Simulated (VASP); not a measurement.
**NbB2: relaxation of cell and atoms with LDA**

The system is NbB2.

```xyz
3
Lattice="3.0860 0.0000 0.0000 -1.5430 2.6726 0.0000 0.0000 0.0000 3.3060" Properties=species:S:1:pos:R:3 pbc="T T T"
Nb    0.0000    0.0000    0.0000
B     0.0000    1.7817    1.6530
B     1.5430    0.8909    1.6530
```

```yaml
Program: VASP 6.6.1
Task: relaxation of cell and atoms
Functional: LDA
Potentials_or_basis: VASP PAW LDA potentials, release 64 (Nb_sv, B)
Cutoff: 520 eV
k_mesh: 15 × 15 × 12
Occupations: gaussian, width 0.1 eV
Spin: no spin polarisation
Further_INCAR_settings: ALGO = Normal; EDIFF = 1e-07; IBRION = 2; EDIFFG = -0.002; NSW = 80; ISIF = 3
```

```yaml
Relaxed_volume: 8.94 Å³/atom
Relaxed_cell: a = 3.074 Å, b = 3.074 Å, c = 3.276 Å, α = 90.00°, β = 90.00°, γ = 120.00°
Space_group_after_relaxing_to_0.05_Å: P6/mmm (No. 191)
Energy_gained_by_relaxing: 2.5 meV/atom
Ionic_steps: 10
Pressure_after_relaxing: 0.0 GPa
Band_gap_on_the_k_mesh: none (metal or under the smearing width)
```

The path:
| step | energy change (eV) | largest force (eV/Å) | pressure (GPa) | volume (Å³) |
| --- | --- | --- | --- | --- |
| 1 | 0.0000 | 0.0000 | -4.97 | 27.27 |
| 2 | 0.0087 | 0.0000 | 8.11 | 26.17 |
| 3 | -0.0072 | 0.0000 | 0.03 | 26.82 |
| 4 | -0.0072 | 0.0000 | 0.14 | 26.81 |
| 5 | -0.0075 | 0.0000 | 0.09 | 26.81 |
| 6 | -0.0075 | 0.0000 | 0.08 | 26.81 |
| 7 | -0.0075 | 0.0000 | 0.08 | 26.81 |
| 8 | -0.0075 | 0.0000 | -0.10 | 26.82 |
| 9 | -0.0075 | 0.0000 | -0.03 | 26.82 |
| 10 | -0.0075 | 0.0000 | 0.01 | 26.81 |

Final structure:
```xyz
3
Lattice="3.0741 0.0000 0.0000 -1.5371 2.6623 0.0000 0.0000 0.0000 3.2762" Properties=species:S:1:pos:R:3 pbc="T T T"
Nb    0.0000    0.0000    0.0000
B     0.0000    1.7749    1.6381
B     1.5371    0.8874    1.6381
```

Levels at points of the mesh, in eV from the Fermi level:
```
           k point  band 7  band 8  band 9  band 10  band 11  band 12
(0.00, 0.00, 0.00)   -4.47   -4.42   -3.14     1.30     1.30     3.22
(0.00, 0.00, 0.50)   -2.07   -2.07   -1.86    -1.86    -1.23    -1.23
```

It took 53 s on 4 MPI ranks on Intel(R) Xeon(R) Platinum 8488C (Sapphire Rapids), on a shared host, peak memory 0.18 GiB a rank.

LDA usually gives volumes a few per cent too small. Zero-point motion and thermal expansion aren't in these numbers.
